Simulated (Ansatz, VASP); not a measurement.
This is a calculation of Cr2TeSe for Ansatz 0.2.0. Atoms were shifted at random by some hundredths of an Å from the given cell, which wasn't relaxed again for these runs. The cell comes from a database or a generator and needn't be the stable form of this composition.

The input input.yaml:

```yaml
crystal:
  lattice:
    - [3.9613896758, 0.0, 0.0]
    - [-1.9806948379, 3.4306640936, 0.0]
    - [0.0, 0.0, 6.337775]
  atoms:
    - { symbol: Te, position: [0.001941, -0.000165, 0.502374] }
    - { symbol: Se, position: [0.345007, 0.668051, -0.002216] }
    - { symbol: Cr, position: [0.672163, 0.335998, 0.767009], spin: 3.0 }
    - { symbol: Cr, position: [0.664919, 0.331785, 0.236078], spin: 3.0 }
hamiltonian:
  xc: pbe
  pseudopotentials: { kind: paw }
magnetization:
  spin_polarized: true
kpoints:
  mp_grid: { grid: [8, 8, 4] }
scf:
  occupations: { method: fermi_dirac, width: 0.05 }
output:
  forces: true
  stress: true
  eigenvalues: true
```

Potentials or basis: Ansatz PAW.

Run with:

```sh
$ ansatz run input.yaml --threads 2 --pin off --max-ram 5120MiB --backend cpu --events-out ev --progress --plain --runs-dir out
```

Set up the same calculation for VASP 6.6.1. Potentials or basis there: PBE PAW files Cr_pv, Se, Te, 520 eV.

As run (cutoffs and basis follow the program's own potentials, and thresholds, step limits or extra output files can differ):

INCAR

```
ALGO = Normal ; EDIFF = 1E-7
ENCUT = 520 ; GGA = PE
ISIF = 2 ; ISMEAR = -1
ISPIN = 2 ; LASPH = T
LCHARG = F ; LMAXMIX = 4
LORBIT = 11 ; LREAL = F
LWAVE = F ; MAGMOM = 0 0 3 3
NBANDS = 30 ; NELM = 100
PREC = Accurate ; SIGMA = 0.05
```

File KPOINTS:

```
k-points
0
Gamma
  8 8 4
```

The input POSCAR:

```
Cr2TeSe
1.0
    3.9613896758      0.0000000000      0.0000000000
   -1.9806948379      3.4306640936      0.0000000000
    0.0000000000      0.0000000000      6.3377750000
Te Se Cr
1 1 2
Direct
    0.0019410000     -0.0001650000      0.5023740000
    0.3450070000      0.6680510000     -0.0022160000
    0.6721630000      0.3359980000      0.7670090000
    0.6649190000      0.3317850000      0.2360780000
```

Potentials or basis: VASP PAW PBE potentials, release 64 (Te, Se, Cr_pv).

The run is started by

```console
$ cat potpaw_PBE.64/Te/POTCAR potpaw_PBE.64/Se/POTCAR potpaw_PBE.64/Cr_pv/POTCAR > POTCAR
$ mpirun -np 1 vasp_std > vasp.out
```

Both were run:

|  | Ansatz | VASP |
| --- | --- | --- |
| Pressure | -0.8 GPa | -0.7 GPa |
| Largest force | 0.211 eV/Å | 0.211 eV/Å |
| Net moment | 7.86 μB per cell | 7.86 μB per cell |

Ansatz's pressure holds a Pulay term of +0.03 GPa for its cutoff of 420 eV, which the other run lacks.

The potentials hold 60 and 36 valence electrons a cell.

Where Ansatz's input types no cutoff or centring, it takes its own default and a Γ-centred mesh.

The magnetic state is the one that the start led to; the real crystal's order can differ.

Pressure is positive in compression.
